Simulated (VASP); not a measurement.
Here is the system:

```yaml
crystal:
  lattice:
    - [0.00000, 2.34605, 2.34605]
    - [2.34605, 0.00000, 2.34605]
    - [2.34605, 2.34605, 0.00000]
  atoms:
    - { symbol: Na, position: [0.00000, 0.00000, 0.00000] }
    - { symbol: F, position: [0.50000, 0.50000, 0.50000] }
```

Method: PBE GGA, VASP's PBE PAW potentials (set 64) (plane waves; VASP 6.6.1). Numerical set-up: 520 eV cut-off, 10×10×10 Γ-centred mesh, Gaussian smearing of 0.050 eV, potentials Na_pv F.

Q: The job: NaF (rock salt), 2 atoms, PBE, static run, 520 eV, 10×10×10 Γ-centred mesh. Roughly how much core time does it take on a busy server core?

A: About 8 core-seconds (one run on a shared machine, a rough figure). It had 47 irreducible k-points, 11 bands, up to 725 plane waves and 14 electronic steps.

The compound is NaF in the rock salt structure. It was relaxed first.
